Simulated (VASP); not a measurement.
# Lattice vibrations of Ge2Sb2Te5, part 4 of 5

Wanted: whether Ge2Sb2Te5 is dynamically stable, and its vibrational spectrum. The start is a computed cell from the Materials Project.

VASP 6.6.1; PBEsol; plane waves and PAW (Te, Sb, Ge_d).

So far. Step 3 (Relax the host again, on a new basis): The start already met the threshold, so nothing moved. Step 4 (Tight relaxation): The run ended after 27 ionic steps, 0.010 eV below its first step, once forces and stress met EDIFFG = -0.002.

## (5) Force constants in the supercell

System of this step: Ge2Sb2Te5. It takes space group P-3m1 (No. 164, trigonal). The conventional cell has a = 4.226 Å, b = 4.226 Å, c = 16.837 Å, α = 90.00°, β = 90.00°, γ = 120.00°. Nearest to Te lie 3 Sb at 2.99 Å. Te has 3 Ge at 2.95 Å and 3 Sb at 3.15 Å nearest. Nearest to Te lie 6 Ge at 2.97 Å. Nearest to Sb lie 6 Te at 2.99 to 3.15 Å. Nearest to Ge lie 6 Te at 2.95 to 2.97 Å. Farther neighbours and most contacts between anions are not listed.

Each independent atom is moved by 0.015 Å both ways; the forces give the force constants out to half the supercell.

The input, INCAR:

```
SYSTEM = Ge2Sb2Te5
PREC = Accurate
ENCUT = 380
EDIFF = 1E-07
NELM = 120
ISMEAR = 1
SIGMA = 0.2
LREAL = Auto
ALGO = Fast
GGA = PS
NBANDS = 164
LWAVE = .FALSE.
LCHARG = .FALSE.
KPAR = 4
IBRION = 6
NSW = 1
NFREE = 2
POTIM = 0.015
ISIF = 0
ADDGRID = .TRUE.
```

The input, POSCAR:

```
Ge2Sb2Te5
1.0
    8.4515692434      0.0000000000      0.0000000000
   -4.2257846218      7.3192736666      0.0000000000
    0.0000000000      0.0000000000     16.8365656948
Te Sb Ge
20 8 8
Direct
    0.3333333334      0.1666666666      0.4196872171
    0.3333333334      0.6666666666      0.4196872171
    0.8333333333      0.1666666666      0.4196872171
    0.8333333333      0.6666666666      0.4196872171
    0.1666666666      0.3333333334      0.5803127829
    0.1666666666      0.8333333333      0.5803127829
    0.6666666666      0.3333333334      0.5803127829
    0.6666666666      0.8333333333      0.5803127829
    0.1666666666      0.3333333334      0.1987635270
    0.1666666666      0.8333333333      0.1987635270
    0.6666666666      0.3333333334      0.1987635270
    0.6666666666      0.8333333333      0.1987635270
    0.3333333334      0.1666666666      0.8012364730
    0.3333333334      0.6666666666      0.8012364730
    0.8333333333      0.1666666666      0.8012364730
    0.8333333333      0.6666666666      0.8012364730
    0.0000000000      0.0000000000      0.0000000000
    0.0000000000      0.5000000000      0.0000000000
    0.5000000000      0.0000000000      0.0000000000
    0.5000000000      0.5000000000      0.0000000000
    0.0000000000      0.0000000000      0.3172387403
    0.0000000000      0.5000000000      0.3172387403
    0.5000000000      0.0000000000      0.3172387403
    0.5000000000      0.5000000000      0.3172387403
    0.0000000000      0.0000000000      0.6827612597
    0.0000000000      0.5000000000      0.6827612597
    0.5000000000      0.0000000000      0.6827612597
    0.5000000000      0.5000000000      0.6827612597
    0.3333333334      0.1666666666      0.1003915993
    0.3333333334      0.6666666666      0.1003915993
    0.8333333333      0.1666666666      0.1003915993
    0.8333333333      0.6666666666      0.1003915993
    0.1666666666      0.3333333334      0.8996084007
    0.1666666666      0.8333333333      0.8996084007
    0.6666666666      0.3333333334      0.8996084007
    0.6666666666      0.8333333333      0.8996084007
```

The input, KPOINTS:

```
Automatic mesh
0
Gamma
4 4 2
0 0 0
```

PAW data sets: Te, Sb and Ge_d (PBE family, release 64).

Command:

```
> mpirun -np 4 vasp_std
```

Log:

```text
[banner, memory and clock lines left out]
running    4 mpi-ranks, on    1 nodes
 distrk:  each k-point on    1 cores,    4 groups
 distr:  one band on    1 cores,    1 groups

 POSCAR found type information on POSCAR TeSbGe
 POSCAR found :  3 types and      36 ions
 [... a notice as in an earlier step ...]

 LDA part: xc-table for (Slater+PW92), standard interpolation
 POSCAR, INCAR and KPOINTS ok, starting setup
 FFT: planning ... GRIDC
 FFT: planning ... GRID_SOFT
 FFT: planning ... GRID
 WAVECAR not read
 entering main loop
       N       E                     dE             d eps       ncg     rms          rms(c)
DAV:   1     0.292248367515E+04    0.29225E+04   -0.81102E+04  3028   0.191E+03
DAV:   2     0.456149722446E+03   -0.24663E+04   -0.23782E+04  2624   0.536E+02
DAV:   3    -0.860779866539E+02   -0.54223E+03   -0.51198E+03  2976   0.183E+02
DAV:   4    -0.148125114523E+03   -0.62047E+02   -0.59227E+02  3208   0.643E+01
DAV:   5    -0.151146270356E+03   -0.30212E+01   -0.29704E+01  3312   0.134E+01    0.235E+01
RMM:   6    -0.150514009888E+03    0.63226E+00   -0.26000E+00  3274   0.349E+00    0.142E+01
RMM:   7    -0.151157712368E+03   -0.64370E+00   -0.21272E+00  3210   0.246E+00    0.589E+00
RMM:   8    -0.150422309906E+03    0.73540E+00   -0.86853E-01  3478   0.149E+00    0.720E-01
RMM:   9    -0.150410077230E+03    0.12233E-01   -0.17516E-01  3427   0.759E-01    0.536E-01
RMM:  10    -0.150412935896E+03   -0.28587E-02   -0.39740E-02  4140   0.357E-01    0.510E-01
RMM:  11    -0.150413474752E+03   -0.53886E-03   -0.49700E-03  4047   0.131E-01    0.203E-01
RMM:  12    -0.150413316507E+03    0.15824E-03   -0.15869E-03  3610   0.622E-02    0.109E-01
RMM:  13    -0.150413334594E+03   -0.18087E-04   -0.47818E-04  3756   0.331E-02    0.408E-02
RMM:  14    -0.150413342108E+03   -0.75144E-05   -0.75025E-05  4240   0.140E-02    0.368E-02
RMM:  15    -0.150413350142E+03   -0.80331E-05   -0.15571E-05  3670   0.543E-03    0.300E-02
RMM:  16    -0.150413349889E+03    0.25256E-06   -0.14662E-05  3245   0.646E-03    0.742E-02
RMM:  17    -0.150413347078E+03    0.28113E-05   -0.93360E-06  3333   0.388E-03    0.664E-02
RMM:  18    -0.150413345596E+03    0.14814E-05   -0.70409E-06  3111   0.187E-03    0.559E-02
 num prob  num prob RMM:  19    -0.150413345587E+03    0.90513E-08   -0.67529E-06  2032   0.921E-04    0.529E-02
 num prob  num prob RMM:  20    -0.150413342369E+03    0.32181E-05   -0.89285E-06  3236   0.131E-03    0.291E-02
 num prob WARNING in EDDRMM: call to ZHEGV failed, returncode =   6  3    145
RMM:  21    -0.150413341563E+03    0.80644E-06   -0.93215E-06  2717   0.927E-04    0.162E-02
 num prob  num prob  num prob  num prob  num prob  num prob  num prob  num prob  num prob  num prob  num prob  num prob RMM:  22    -0.150413342246E+03   -0.68305E-06   -0.10310E-05  1653   0.593E-04    0.137E-02
 num prob  num prob  num prob  num prob  num prob  num prob  num prob  num prob WARNING in EDDRMM: call to ZHEGV failed, returncode =   8  4    122
WARNING in EDDRMM: call to ZHEGV failed, returncode =   8  4    123
WARNING in EDDRMM: call to ZHEGV failed, returncode =   8  4    124
 num prob WARNING in EDDRMM: call to ZHEGV failed, returncode =   8  4    129
 num prob  num prob  num prob  num prob  num prob  num prob  num prob  num prob  num prob  num prob RMM:  23    -0.150413342594E+03   -0.34829E-06   -0.11851E-05  2690   0.899E-04    0.777E-03
 num prob  num prob  num prob  num prob WARNING in EDDRMM: call to ZHEGV failed, returncode =   8  4     57
 num prob  num prob  num prob  num prob  num prob  num prob  num prob  num prob WARNING in EDDRMM: call to ZHEGV failed, returncode =   6  3     57
 num prob  num prob  num prob  num prob  num prob RMM:  24    -0.150413343123E+03   -0.52871E-06   -0.12901E-05  2644   0.985E-04    0.163E-03
 num prob  num prob  num prob  num prob  num prob  num prob  num prob  num prob  num prob  num prob  num prob  num prob  num prob  num prob  num prob  num prob  num prob  num prob  num prob  num prob  num prob RMM:  25    -0.150413344281E+03   -0.11584E-05   -0.13309E-05  1615   0.910E-04    0.104E-03
 num prob  num prob  num prob  num prob  num prob  num prob  num prob  num prob  num prob  num prob  num prob RMM:  26    -0.150413345635E+03   -0.13536E-05   -0.13798E-05  1114   0.763E-04    0.109E-03
 num prob  num prob  num prob  num prob  num prob  num prob  num prob  num prob  num prob  num prob  num prob  num prob  num prob  num prob  num prob  num prob  num prob  num prob RMM:  27    -0.150413346928E+03   -0.12936E-05   -0.13719E-05  1138   0.818E-04    0.135E-03
 num prob  num prob  num prob  num prob WARNING in EDDRMM: call to ZHEGV failed, returncode =   8  4    113
WARNING in EDDRMM: call to ZHEGV failed, returncode =   8  4    116
WARNING in EDDRMM: call to ZHEGV failed, returncode =   8  4    117
 num prob  num prob  num prob  num prob  num prob WARNING in EDDRMM: call to ZHEGV failed, returncode =   8  4     88
 num prob  num prob  num prob  num prob RMM:  28    -0.150413348202E+03   -0.12740E-05   -0.13082E-05  1002   0.110E-03    0.121E-03
 num prob  num prob  num prob  num prob  num prob  num prob  num prob  num prob  num prob  num prob  num prob  num prob  num prob  num prob  num prob  num prob  num prob  num prob  num prob  num prob  num prob  num prob  num prob  num prob  num prob  num prob  num prob RMM:  29    -0.150413349324E+03   -0.11214E-05   -0.11895E-05  1009   0.144E-03    0.110E-03
 num prob  num prob  num prob  num prob  num prob  num prob  num prob  num prob  num prob  num prob  num prob  num prob  num prob  num prob  num prob  num prob RMM:  30    -0.150413350253E+03   -0.92916E-06   -0.10106E-05  1060   0.138E-03    0.102E-03
 num prob  num prob  num prob  num prob  num prob  num prob WARNING in EDDRMM: call to ZHEGV failed, returncode =   8  4    125
 num prob  num prob  num prob  num prob  num prob  num prob  num prob WARNING in EDDRMM: call to ZHEGV failed, returncode =   8  4    145
RMM:  31    -0.150413350934E+03   -0.68108E-06   -0.78311E-06   852   0.864E-04    0.103E-03
WARNING in EDDRMM: call to ZHEGV failed, returncode =   8  4    100
 num prob  num prob WARNING in EDDRMM: call to ZHEGV failed, returncode =   8  4    135
 num prob  num prob  num prob  num prob  num prob  num prob WARNING in EDDRMM: call to ZHEGV failed, returncode =   8  4    136
 num prob  num prob  num prob  num prob  num prob RMM:  32    -0.150413351456E+03   -0.52180E-06   -0.58501E-06   804   0.105E-03    0.102E-03
 num prob  num prob  num prob  num prob  num prob  num prob  num prob  num prob  num prob  num prob  num prob  num prob  num prob WARNING in EDDRMM: call to ZHEGV failed, returncode =   8  4    122
[...]
num prob  num prob  num prob  num prob  num prob  num prob  num prob  num prob  num prob  num prob  num prob  num prob  num prob  num prob  num prob  num prob  num prob  num prob  num prob  num prob  num prob  num prob  num prob  num prob  num prob  num prob  num prob  num prob  num prob  num prob  num prob  num prob  num prob  num prob  num prob  num prob  num prob  num prob  num prob  num prob  num prob  num prob  [...]
 num prob  num prob  num prob  num prob  num prob  num prob  num prob  num prob  num prob  num prob  num prob  num prob  num prob  num prob  num prob  num prob  num prob  num prob  num prob  num prob  num prob  num prob  num prob  num prob  num prob  num prob  num prob  num prob  num prob  num prob  num prob  num prob  num prob  num prob  num prob  num prob  num prob  num prob  num prob  num prob  num prob  num prob  [...]
 num prob  num prob  num prob  num prob  num prob  num prob  num prob  num prob  num prob  num prob  num prob  num prob  num prob  num prob  num prob  num prob  num prob  num prob  num prob  num prob  num prob  num prob  num prob  num prob  num prob  num prob  num prob  num prob  num prob  num prob  num prob  num prob  num prob  num prob  num prob  num prob  num prob  num prob  num prob  num prob  num prob  num prob  num prob  num prob  num prob  num prob  num prob  num prob  num prob  num prob  num prob  num prob  num prob  num prob  num prob  num prob  num prob  num prob WARNING in EDDRMM: call to ZHEGV failed, returncode =   8  4     50
 num prob  num prob  num prob  num prob  num prob  num prob  num prob  num prob  num prob  num prob  num prob  num prob  num prob  num prob  num prob  num prob  num prob  num prob  num prob  num prob  num prob  num prob  num prob  num prob  num prob  num prob  num prob  num prob  num prob RMM:  13    -0.150412899636E+03    0.43141E-06    0.38644E-06  3356   0.241E-03    0.994E-04
 num prob  num prob  num prob  num prob  num prob  num prob  num prob  num prob  num prob  num prob  num prob  num prob  num prob  num prob  num prob  num prob  num prob  num prob  num prob  num prob  num prob  num prob  num prob  num prob  num prob  num prob  num prob  num prob  num prob  num prob  num prob  num prob  num prob  num prob  num prob  num prob  num prob  num prob  num prob  num prob  num prob  num prob  [...]
 num prob  num prob  num prob  num prob  num prob  num prob  num prob  num prob  num prob  num prob  num prob  num prob  num prob  num prob  num prob  num prob  num prob  num prob  num prob  num prob  num prob  num prob  num prob  num prob  num prob  num prob  num prob  num prob  num prob  num prob  num prob  num prob  num prob  num prob  num prob  num prob  num prob  num prob  num prob  num prob  num prob  num prob  num prob  num prob  num prob  num prob  num prob  num prob WARNING in EDDRMM: call to ZHEGV failed, returncode =   8  4    139
 num prob  num prob  num prob  num prob  num prob  num prob  num prob  num prob  num prob  num prob RMM:  15    -0.150412899251E+03    0.16307E-06    0.14011E-06  2938   0.177E-03    0.995E-04
 num prob  num prob  num prob  num prob  num prob  num prob  num prob  num prob  num prob  num prob  num prob  num prob  num prob  num prob  num prob  num prob  num prob  num prob  num prob  num prob  num prob  num prob  num prob  num prob  num prob  num prob  num prob  num prob  num prob  num prob  num prob  num prob  num prob  num prob  num prob  num prob  num prob  num prob  num prob  num prob RMM:  16    -0.150412899114E+03    0.13675E-06    0.12146E-06  2519   0.132E-03    0.997E-04
 num prob  num prob  num prob  num prob  num prob  num prob  num prob  num prob  num prob  num prob  num prob  num prob  num prob  num prob  num prob  num prob  num prob  num prob  num prob  num prob  num prob  num prob  num prob  num prob  num prob  num prob  num prob  num prob  num prob  num prob  num prob  num prob  num prob  num prob  num prob  num prob  num prob  num prob  num prob  num prob  num prob  num prob  num prob RMM:  17    -0.150412899004E+03    0.10972E-06    0.94245E-07  2337   0.117E-03    0.999E-04
 num prob  num prob WARNING in EDDRMM: call to ZHEGV failed, returncode =   8  4    118
 num prob WARNING in EDDRMM: call to ZHEGV failed, returncode =   8  4    134
 num prob  num prob  num prob  num prob  num prob  num prob  num prob  num prob  num prob  num prob  num prob  num prob  num prob  num prob  num prob  num prob  num prob  num prob  num prob  num prob  num prob  num prob  num prob  num prob  num prob  num prob  num prob RMM:  18    -0.150412898911E+03    0.93696E-07    0.82542E-07  2192   0.100E-03
   2 F= -.15041290E+03 E0= -.15042470E+03  d E =0.354102E-01
[... from here on, the cycles between the ionic steps are left out ...]
   3 F= -.15041290E+03 E0= -.15042471E+03  d E =0.354249E-01
   4 F= -.15041270E+03 E0= -.15042458E+03  d E =0.356560E-01
   5 F= -.15041284E+03 E0= -.15042458E+03  d E =0.352301E-01
   6 F= -.15041287E+03 E0= -.15042468E+03  d E =0.354348E-01
   7 F= -.15041287E+03 E0= -.15042468E+03  d E =0.354342E-01
   8 F= -.15041272E+03 E0= -.15042451E+03  d E =0.353759E-01
[...]
WARNING in EDDRMM: call to ZHEGV failed, returncode =   6  3    147
   9 F= -.15041297E+03 E0= -.15042480E+03  d E =0.354906E-01
  10 F= -.15041294E+03 E0= -.15042475E+03  d E =0.354340E-01
  11 F= -.15041294E+03 E0= -.15042475E+03  d E =0.354341E-01
[...]
WARNING in EDDRMM: call to ZHEGV failed, returncode =   6  3     79
WARNING in EDDRMM: call to ZHEGV failed, returncode =   8  4    132
  12 F= -.15041289E+03 E0= -.15042471E+03  d E =0.354362E-01
  13 F= -.15041289E+03 E0= -.15042471E+03  d E =0.354361E-01
  14 F= -.15041282E+03 E0= -.15042463E+03  d E =0.354265E-01
  15 F= -.15041282E+03 E0= -.15042463E+03  d E =0.354271E-01
  16 F= -.15041292E+03 E0= -.15042470E+03  d E =0.353549E-01
  17 F= -.15041268E+03 E0= -.15042451E+03  d E =0.355081E-01
[...]
WARNING in EDDRMM: call to ZHEGV failed, returncode =   8  4    141
  18 F= -.15041303E+03 E0= -.15042484E+03  d E =0.354333E-01
[...]
WARNING in EDDRMM: call to ZHEGV failed, returncode =   6  3    116
WARNING in EDDRMM: call to ZHEGV failed, returncode =   8  4    137
  19 F= -.15041303E+03 E0= -.15042484E+03  d E =0.354334E-01
[...]
WARNING in EDDRMM: call to ZHEGV failed, returncode =   8  4    136
[...]
WARNING in EDDRMM: call to ZHEGV failed, returncode =   8  4    139
  20 F= -.15041306E+03 E0= -.15042492E+03  d E =0.355894E-01
 Finite differences progress:
  Degree of freedom:  10/ 10
  Displacement:        1/  2
  Total:              19/ 20
 bond charge predicted
       N       E                     dE             d eps       ncg     rms          rms(c)
DAV:   1    -0.150407384533E+03    0.56719E-02   -0.40160E+00  3000   0.400E+00    0.233E-01
RMM:   2    -0.150411096457E+03   -0.37119E-02   -0.40798E-02  3371   0.414E-01    0.107E-01
RMM:   3    -0.150412907554E+03   -0.18111E-02   -0.18089E-02  3825   0.252E-01    0.565E-02
RMM:   4    -0.150412975311E+03   -0.67757E-04   -0.92100E-04  3687   0.753E-02    0.512E-02
WARNING in EDDRMM: call to ZHEGV failed, returncode =   8  4    139
RMM:   5    -0.150412976508E+03   -0.11973E-05   -0.11156E-04  3738   0.263E-02    0.300E-02
RMM:   6    -0.150412977804E+03   -0.12955E-05   -0.28321E-05  3516   0.124E-02    0.772E-03
RMM:   7    -0.150412976211E+03    0.15930E-05   -0.66236E-06  3491   0.680E-03    0.331E-03
RMM:   8    -0.150412976315E+03   -0.10436E-06   -0.36431E-06  3246   0.343E-03    0.219E-03
 num prob  num prob  num prob  num prob  num prob  num prob  num prob  num prob  num prob  num prob  num prob  num prob  num prob  num prob RMM:   9    -0.150412976360E+03   -0.45111E-07   -0.53780E-07  2617   0.173E-03
  21 F= -.15041298E+03 E0= -.15042473E+03  d E =0.352723E-01
 Finite differences progress:
  Degree of freedom:  10/ 10
  Displacement:        2/  2
  Total:              20/ 20
```

The job ended after 2.3 h (4 MPI ranks of Intel Xeon Platinum 8488C (Sapphire Rapids), shared host; peak memory 11 GiB).

(Part 4 of 5 ends here.)

[Lines on the potential files, build, host, timing and source positions are cut from VASP's logs without a mark.]

[Logs are printed without paths, hosts, clocks, repeated set-up lines and the standing remarks that a program may print on its own settings, such as how far it seeks lower states.]

[Hosts, paths, dates, database ids (printed as entryN), source tags and the programs' standing remarks are cut or masked in the printed files.]

[Runs that stopped without an error message from VASP are left out.]
